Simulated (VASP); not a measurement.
## C under biaxial strain in the (110) plane

Wanted: the response of C to biaxial strain in the (110) plane, as a table, with a fit that predicts a row left out.

Calculated with VASP 6.6.1; LDA; plane waves and PAW (C), in the first sound run; inputs show where later runs differ.

## (1) The structure

It takes space group Fd-3m (No. 227, cubic). Conventional cell: a = 3.567 Å, b = 3.567 Å, c = 3.567 Å, α = 90.00°, β = 90.00°, γ = 90.00°. C has 4 C at 1.54 Å nearest.

## (2) Relax the crystal, LDA

The series starts from the cell that this level prefers, so that zero strain is near zero stress.

This step took 2 runs in a row; the last is shown.

Level: LDA; plane waves and PAW (C).

The input, INCAR:

```
SYSTEM = C
PREC = Accurate
ENCUT = 600
EDIFF = 1E-07
NELM = 120
ISMEAR = 0
SIGMA = 0.02
LREAL = .FALSE.
ALGO = Normal
GGA = CA
NBANDS = 10
LASPH = .TRUE.
LORBIT = 11
LWAVE = .FALSE.
LCHARG = .FALSE.
KPAR = 16
IBRION = 2
NSW = 40
ISIF = 3
EDIFFG = -0.005
POTIM = 0.4
```

The input, POSCAR:

```
C
1.0
    0.0000000000      1.7668691223      1.7668691223
    1.7668691223      0.0000000000      1.7668691223
    1.7668691223      1.7668691223      0.0000000000
C
2
Direct
    0.0000000000      0.0000000000      0.0000000000
    0.2500000000      0.2500000000      0.2500000000
```

The input, KPOINTS:

```
Automatic mesh
0
Gamma
14 14 14
0 0 0
```

PAW data sets: C (LDA family, release 64).

Started as:

```sh
mpirun -np 16 vasp_std
```

Output:

```text
[banner, memory and clock lines left out]
running   16 mpi-ranks, on    1 nodes
[...]
|                                                                             |
|           W    W    AA    RRRRR   N    N  II  N    N   GGGG   !!!           |
|           W    W   A  A   R    R  NN   N  II  NN   N  G    G  !!!           |
|           W    W  A    A  R    R  N N  N  II  N N  N  G       !!!           |
|           W WW W  AAAAAA  RRRRR   N  N N  II  N  N N  G  GGG   !            |
|           WW  WW  A    A  R   R   N   NN  II  N   NN  G    G                |
|           W    W  A    A  R    R  N    N  II  N    N   GGGG   !!!           |
|                                                                             |
|     For optimal performance we recommend to set                             |
|       NCORE = 2 up to number-of-cores-per-socket                            |
|     NCORE specifies how many cores store one orbital (NPAR=cpu/NCORE).      |
|     This setting can greatly improve the performance of VASP for DFT.       |
[...]
|     Unfortunately you need to use the default for GW and RPA                |
|     calculations (for HF NCORE is supported but not extensively tested      |
|     yet).                                                                   |
|                                                                             |

 LDA part: xc-table for (Slater(with rela. corr.)+CA(PZ))
 , standard interpolation
 POSCAR, INCAR and KPOINTS ok, starting setup
[...]
entering main loop
       N       E                     dE             d eps       ncg     rms          rms(c)
DAV:   1     0.225764946951E-01    0.22576E-01   -0.54446E+03  2120   0.891E+02
DAV:   2    -0.207061526879E+02   -0.20729E+02   -0.19786E+02  2798   0.131E+02
DAV:   3    -0.211142547769E+02   -0.40810E+00   -0.40710E+00  2488   0.154E+01
DAV:   4    -0.211151186072E+02   -0.86383E-03   -0.86376E-03  2274   0.831E-01
[...]
DAV:   9    -0.202521614010E+02    0.12387E-04   -0.34034E-05  2370   0.497E-02    0.194E-02
DAV:  10    -0.202521627672E+02   -0.13661E-05   -0.17725E-06  2274   0.121E-02    0.447E-03
DAV:  11    -0.202521627009E+02    0.66265E-07   -0.56513E-08  1640   0.199E-03
   1 F= -.20252163E+02 E0= -.20252163E+02  d E =-.202522E+02
[...]
reached required accuracy - stopping structural energy minimisation
```

The job ended after 1.6 s (16 MPI ranks of AMD EPYC 9R45, shared host; peak memory 1.6 GiB; 14 s of CPU time).

The logs omit lines about the potential files and the build; timing stands in the text.

Parts of OUTCAR (step 2):

```text
  Total        0.0025777      0.0025777      0.0025777      0.0000000      0.0000000     -0.0000000
  in kB        0.3743643      0.3743643      0.3743643      0.0000000      0.0000000     -0.0000000
  external PRESSURE =       0.3743643 kB  Pullay stress =       0.0000000 kB

 POSITION                                       TOTAL-FORCE (eV/Angst)
 -----------------------------------------------------------------------------------
      0.00000      0.00000      0.00000        -0.000000     -0.000000     -0.000000
      0.88343      0.88343      0.88343         0.000000      0.000000      0.000000
 -----------------------------------------------------------------------------------
    total drift:                                0.000000      0.000000      0.000000

  FREE ENERGIE OF THE ION-ELECTRON SYSTEM (eV)
  ---------------------------------------------------
  free  energy   TOTEN  =       -20.2521627009 eV

  energy  without entropy=      -20.2521627009  energy(sigma->0) =      -20.25216270

 reached required accuracy - stopping structural energy minimisation

[... 3 further parts left out ...]
[key lines of the parts left out:]
E-fermi :  10.2749
```

This run gave:

| Item | Value |
| --- | --- |
| energy(sigma→0) of the program | -20.2522 eV |
| stress, compression positive | 0.04 along [110], 0.04 across it (mean), GPa |
| volume | 11.032 Å³ |
| ionic steps | 1 |

## (3) Strain along the normal, LDA

One member in full: the plane is strained by 2 %, and the strain along the normal is moved by secant steps until the normal stress is under 0.012 GPa or five steps are spent; the atoms relax at each step.

This step took 4 runs, each at a new trial strain with the atoms of the one before; the last is shown.

Level: LDA; plane waves and PAW (C).

INCAR, as its differences from that of step 2:

```diff
@@ -15,7 +15,7 @@
 LCHARG = .FALSE.
-KPAR = 16
-IBRION = 2
-NSW = 40
-ISIF = 3
-EDIFFG = -0.005
-POTIM = 0.4
+KPAR = 4
+IBRION = 1
+NSW = 25
+ISIF = 2
+EDIFFG = -0.004
+POTIM = 0.3
```

The input, POSCAR:

```
C
1.0
   -0.0200103110      1.7821961940      1.8022065050
    1.7821961940     -0.0200103110      1.8022065050
    1.7621858830      1.7621858830      0.0000000000
C
2
Direct
    0.9998114916      0.9998114916      0.0001885084
    0.2501885084      0.2501885084      0.2498114916
```

KPOINTS is that of step 2.

Started as:

```sh
mpirun -np 4 vasp_std
```

Output:

```text
[banner, memory and clock lines left out]
running    4 mpi-ranks, on    1 nodes
[...]
LDA part: xc-table for (Slater(with rela. corr.)+CA(PZ))
 , standard interpolation
 POSCAR, INCAR and KPOINTS ok, starting setup
[...]
entering main loop
       N       E                     dE             d eps       ncg     rms          rms(c)
DAV:   1     0.367688931309E+00    0.36769E+00   -0.53711E+03  8672   0.888E+02
DAV:   2    -0.205764882046E+02   -0.20944E+02   -0.20177E+02 11378   0.132E+02
DAV:   3    -0.210011388771E+02   -0.42465E+00   -0.42366E+00 10102   0.157E+01
DAV:   4    -0.210021256883E+02   -0.98681E-03   -0.98675E-03  9348   0.892E-01
[...]
DAV:   9    -0.202200746906E+02    0.10173E-04   -0.33720E-05  9768   0.500E-02    0.195E-02
DAV:  10    -0.202200763451E+02   -0.16544E-05   -0.19900E-06  9436   0.126E-02    0.440E-03
DAV:  11    -0.202200763161E+02    0.28998E-07   -0.93324E-08  7480   0.266E-03
   1 F= -.20220076E+02 E0= -.20220076E+02  d E =-.202201E+02
 BRION: g(F)=  0.236E-09 g(S)=  0.000E+00
 reached required accuracy - stopping structural energy minimisation
```

Wall time 7.2 s (4 MPI ranks); peak memory 0.54 GiB.

Parts of OUTCAR (step 3):

```text
  Total       -0.8851476     -0.8851476     -1.6458466      0.8858701      0.0000000     -0.0000000
  in kB     -123.8897758   -123.8897758   -230.3610902    123.9908941      0.0000000     -0.0000000
  external PRESSURE =    -159.3802139 kB  Pullay stress =       0.0000000 kB

 POSITION                                       TOTAL-FORCE (eV/Angst)
 -----------------------------------------------------------------------------------
      1.76219      1.76219      3.60373         0.000000      0.000000     -0.000064
      0.88109      0.88109      0.90178         0.000000      0.000000      0.000064
 -----------------------------------------------------------------------------------
    total drift:                               -0.000000     -0.000000      0.000000

  FREE ENERGIE OF THE ION-ELECTRON SYSTEM (eV)
  ---------------------------------------------------
  free  energy   TOTEN  =       -20.2200763161 eV

  energy  without entropy=      -20.2200763161  energy(sigma->0) =      -20.22007632

[... 1 part as in an earlier step ...]

[... 3 further parts left out ...]
[key lines of the parts left out:]
E-fermi :   9.8498
```

This run gave:

```
energy(sigma→0) of the program : -20.2201 eV
stress, compression positive   : 0.01 along [110], -23.91 across it (mean), GPa
ionic steps                    : 1
```

## (4) Band edges, HSE06

Short lines in KPOINTS_OPT sample the zone centre along and across the normal of the plane, for masses, and the other valleys.

Level: HSE06; plane waves and PAW (C).

The input, INCAR:

```
SYSTEM = C
PREC = Accurate
ENCUT = 600
EDIFF = 1E-06
NELM = 100
ISMEAR = 0
SIGMA = 0.02
LREAL = .FALSE.
ALGO = Normal
LHFCALC = .TRUE.
AEXX = 0.25
GGA = PE
HFSCREEN = 0.2
LASPH = .TRUE.
NBANDS = 9
PRECFOCK = Fast
LWAVE = .FALSE.
LCHARG = .FALSE.
KPAR = 4
```

POSCAR is that of step 3.

The input, KPOINTS:

```
Automatic mesh
0
Gamma
7 7 7
0 0 0
```

The input, KPOINTS_OPT:

```
Line mode
6
Line-mode
Reciprocal
  0.00000000   0.00000000   0.00000000
  0.00991578   0.00991578   0.01983156

  0.00000000   0.00000000   0.00000000
 -0.01014097   0.01014097   0.00000000

  0.31000000   0.31000000   0.00000000
  0.50000000   0.50000000   0.00000000

  0.00000000   0.31000000   0.31000000
  0.00000000   0.50000000   0.50000000

  0.45000000   0.45000000   0.45000000
  0.50000000   0.50000000   0.50000000

  0.45000000   0.00000000   0.00000000
  0.50000000   0.00000000   0.00000000

  0.42500000   0.42500000   0.00000000
  0.42484076   0.43918227   0.01402303

  0.50000000   0.50000000   0.50000000
  0.48985903   0.51014097   0.50000000
```

Started as:

```sh
mpirun -np 4 vasp_std
```

Output:

```text
[banner, memory and clock lines left out]
running    4 mpi-ranks, on    1 nodes
[...]
|                                                                             |
|               ----> ADVICE to this user running VASP <----                  |
|                                                                             |
|     You enforced a specific xc type in the INCAR file but a different       |
|     [... a line on the potential file left out ...]
|     I HOPE YOU KNOW WHAT YOU ARE DOING!                                     |
|                                                                             |

 LDA part: xc-table for (Slater+PW92), standard interpolation
 found WAVECAR, reading the header
 POSCAR, INCAR and KPOINTS ok, starting setup
[...]
reading WAVECAR
 the WAVECAR file was read successfully
 initial charge from wavefunction
 entering main loop
       N       E                     dE             d eps       ncg     rms          rms(c)
DAV:   1    -0.210908846342E+02   -0.21091E+02   -0.66437E-01  1189   0.818E+00    0.103E+00
DAV:   2    -0.210935035991E+02   -0.26190E-02   -0.67277E-03  1238   0.762E-01    0.684E-01
DAV:   3    -0.210927159387E+02    0.78766E-03   -0.38613E-04  1263   0.187E-01    0.380E-01
DAV:   4    -0.210924617902E+02    0.25415E-03   -0.98884E-05  1253   0.102E-01    0.212E-01
DAV:   5    -0.210923834069E+02    0.78383E-04   -0.27154E-05  1371   0.551E-02    0.119E-01
DAV:   6    -0.210923596379E+02    0.23769E-04   -0.78831E-06  1381   0.303E-02    0.672E-02
DAV:   7    -0.210923525835E+02    0.70544E-05   -0.24582E-06  1308   0.172E-02    0.381E-02
DAV:   8    -0.210923506515E+02    0.19321E-05   -0.79878E-07   667   0.100E-02    0.217E-02
DAV:   9    -0.210923502790E+02    0.37244E-06   -0.31297E-07   661   0.659E-03
   1 F= -.21092350E+02 E0= -.21092350E+02  d E =-.369288E-14
 Start KPOINTS_OPT (optional k-point list driver)
k-point batch [1-48\48]
       N       E                     dE             ncg
DAV:   1     0.181024259737E+04   -0.13976E+05      896
DAV:   2     0.589351380707E+03   -0.12209E+04     1218
DAV:   3     0.527346270679E+03   -0.62005E+02     1014
DAV:   4     0.526842393584E+03   -0.50388E+00     1171
DAV:   5     0.526836732309E+03   -0.56613E-02     1096
DAV:   6     0.526836722440E+03   -0.98690E-05     1045
DAV:   7     0.526836722423E+03   -0.17544E-07      899
```

Elapsed: 2.6 min, on 4 MPI ranks; peak memory 0.89 GiB.

From OUTCAR (step 4):

```text
  LATTYP: Found a body centered orthorhombic cell.
 ALAT       =     2.4921071752
 B/A-ratio  =     1.0227107835
 C/A-ratio  =     1.4463314604

 Subroutine GETGRP returns: Found  8 space group operations
 (whereof  4 operations were pure point group operations)

The static configuration has the point symmetry C_2v.
 The point group associated with its full space group is D_2h.

 Found     64 irreducible k-points:

   k-points           NKPTS =     64   k-points in BZ     NKDIM =    343   number of bands    NBANDS=      9

   dimension x,y,z NGX =    20 NGY =   20 NGZ =   20
   dimension x,y,z NGXF=    40 NGYF=   40 NGZF=   40

   ENCUT  =  600.0 eV  44.10 Ry    6.64 a.u.   5.06  5.06  4.98*2*pi/ulx,y,z

   NELECT =       8.0000    total number of electrons

  exchange ACFDT corr.  =         0.00000000  see jH, gK, PRB 81, 115126

 E-fermi :   9.3714

 k-point     1 :       0.0000    0.0000    0.0000
  band No.  band energies     occupation
      1     -14.2174      2.00000
      2       9.0650      2.00000
      3       9.2360      2.00000
      4       9.2757      2.00000
      5      15.7704      0.00000
      6      16.2237      0.00000
      7      16.4588      0.00000
      8      24.2718      0.00000
      9      29.9482      0.00000

 k-point     2 :       0.1429    0.0000    0.0000
  band No.  band energies     occupation
      1     -13.6207      2.00000
      2       5.8763      2.00000
      3       8.3027      2.00000
      4       8.4680      2.00000
      5      17.0577      0.00000
      6      17.5404      0.00000
      7      17.7986      0.00000
      8      24.7754      0.00000
      9      30.8346      0.00000

 POSITION                                       TOTAL-FORCE (eV/Angst)
 -----------------------------------------------------------------------------------
      1.76219      1.76219      3.60373        -0.000000     -0.000000     -0.006176
      0.88109      0.88109      0.90178         0.000000      0.000000      0.006176
 -----------------------------------------------------------------------------------
    total drift:                               -0.000000      0.000000      0.000000

  FREE ENERGIE OF THE ION-ELECTRON SYSTEM (eV)
  ---------------------------------------------------
  free  energy   TOTEN  =       -21.0923502790 eV

  energy  without entropy=      -21.0923502790  energy(sigma->0) =      -21.09235028

[... 1 part as in an earlier step ...]

[... 7 further parts left out ...]
```

Numbers from this step:

```
energy(sigma→0) of the program : -21.0924 eV
```

## (5) All members

Hybrid runs start from orbitals of a short LDA run, not shown.

Runs beyond LDA use the data sets made with LDA; this shifts their levels slightly, and their total energies have another zero.

The other members went through these steps as far as the tables show, with the same cutoff and, step by step, the same mesh; 49 runs are not shown. The session took 1.8 core hours (wall time by ranks) on a shared machine.

```csv
in-plane strain (%),strain along the normal (%),"mean of the two in-plane stresses, tension positive (GPa)",energy above the unstrained row (meV/atom),"gap on the mesh, LDA (eV)"
-2.000,0.342,-28.099,19.793,3.892
-1.000,0.163,-13.539,5.114,4.045
-0.500,0.081,-6.653,1.386,4.109
0,0.004,-0.034,0.000,4.166
0.500,-0.070,6.330,0.803,4.097
1.000,-0.138,12.441,3.797,4.030
1.500,-0.203,18.300,8.899,3.966
2.000,-0.265,23.912,16.043,3.904
```

Slopes at zero strain, from cubics through all rows: strain ratio -0.150, stress over strain 1298 GPa.

Band edges at HSE06, counted from the valence-band top at Γ, with one row partly withheld:

```csv
in-plane strain (%),gap (eV),conduction band at Γ (eV),Δ or X valley along z (eV),Δ or X valley along x (eV),"lowest conduction level at L, [111] (eV)","lowest conduction level at L, [-111] (eV)",second valence level below the top (eV),third valence level below the top (eV)
-2.000,5.059,6.783,5.059,5.447,10.195,9.896,0.120,0.234
-1.000,5.239,6.925,5.234,5.401,10.171,10.026,0.069,0.113
-0.500,5.312,7.000,5.304,5.382,10.164,10.092,0.036,0.056
0,5.374,7.076,5.364,5.364,10.160,10.159,0.000,0.000
0.500,5.304,?,5.362,5.295,10.050,10.038,0.015,0.054
1.000,5.238,6.780,5.352,5.228,9.941,9.884,0.026,0.107
1.500,5.175,6.636,5.337,5.165,9.835,9.712,0.033,0.159
2.000,5.112,6.495,5.313,5.102,9.730,9.531,0.040,0.211
```

## (6) Fit and prediction

The quantity to fit is the conduction level at Γ above the mean of the three top valence levels at HSE06: 6.901, 6.985, 7.030, 7.076, 6.825, 6.700, 6.578 eV in the rows shown.

A least-squares parabola through the 7 rows shown, with e the strain in %: E = − 0.07164 e² − 0.08397 e + 7.011 (eV), r.m.s. residual 0.033 eV.

For the withheld row, e = 0.5, the fit gives 6.9509 eV.

## (7) Prediction against calculation

The calculation gives 6.9503 eV, so the prediction is 0.0006 eV too high, within twice the residual of the fit.

The rows do not lie on one parabola (a picked bound of 1 % of their span for the r.m.s. residual). Levels that cross, a degenerate level that splits or an edge that moves to another point can do that; which it is was not traced. So the linear term is no slope at zero strain, and none is listed.

## (8) What came out

```json
{
  "ratio of normal to in-plane strain": "-0.150",
  "biaxial modulus": "1298 GPa",
  "gap of the unstrained cell, HSE06": "5.37 eV",
  "error of the predicted row": "0.6 meV"
}
```

As a check, the curvature of the energy gives 1297 GPa for the same modulus (energy per volume = M × strain²), 0 % from the slope of the stress. The energy also has a linear term worth 0.82 GPa that the stress column lacks, a mark of the finite basis. At HSE06 the lowest conduction valley is Δ or X throughout, and the gap runs between 5.06 and 5.37 eV. Hole masses are left out throughout, since the top bands are degenerate or cross in many series; of conduction masses, those of the Γ, L and (for Si and Ge under (001) strain) Δ valleys are kept where they change by under an eighth between rows. A measured gap of unstrained C is 5.5 eV (arxiv:1902.02958, band gap, experimental literature value, temperature not given); the static gaps here belong to the lattice relaxed at LDA. HSE06 ran on a coarser mesh than the semilocal levels. Spin-orbit coupling is left out at HSE06, so the valence splittings there lack it. Δ or X levels are the lowest on their line, refined by a parabola unless they lie at X; the gap is read from all points sampled and can differ from the lowest valley by some meV, or by tens of meV where strain moves the valence top off Γ. Temperature, zero-point motion and excitons are left out.

[Lines on the potential files, build, host, timing and source positions are cut from VASP's logs without a mark.]

[Logs are printed without paths, hosts, clocks, repeated set-up lines and the standing remarks that a program may print on its own settings, such as how far it seeks lower states.]

[Hosts, paths, dates, database ids (printed as entryN), source tags and the programs' standing remarks are cut or masked in the printed files.]

[In band tables of VASP the shares of atoms and orbitals are scaled to a sum of 1 inside the atoms' spheres.]
